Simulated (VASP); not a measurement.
Data:

```xyz
3
Lattice="1.5155 -2.6249 0.0000 1.5155 2.6249 0.0000 0.0000 0.0000 3.2282" Properties=species:S:1:pos:R:3 pbc="T T T"
Ti     0.0000     0.0000     0.0000
B      1.5155     0.8750     1.6141
B      1.5155    -0.8750     1.6141
```

These are PBE GGA, VASP's PBE PAW potentials (set 64) (plane waves; VASP) values and carry that method's errors. Numerical set-up: 620 eV cut-off, 12×12×10 Γ-centred mesh, first-order Methfessel-Paxton smearing of 0.10 eV, potentials Ti_sv B.

Task: The ions, cell shape and volume at an external pressure of 5.0 GPa are relaxed. Which structure does the run end with?

Result: 
```xyz
3
Lattice="1.5078 -2.6117 0.0000 1.5078 2.6117 0.0000 0.0000 0.0000 3.2004" Properties=species:S:1:pos:R:3 pbc="T T T"
Ti     0.0000     0.0000     0.0000
B      1.5078     0.8706     1.6002
B      1.5078    -0.8706     1.6002
```
Space group P6/mmm (191), at a tolerance of 0.03 Å.

Task: How do energy and volume change from the first to the last step?

Result: The energy (σ→0) changes by +2.4 meV/atom and the volume by -1.9 %, in 5 ionic steps.

The compound is TiB2 in the AlB2 type structure. This run relaxes it under an external pressure of 5 GPa. Symmetry was kept, so distortions that lower it aren't found.
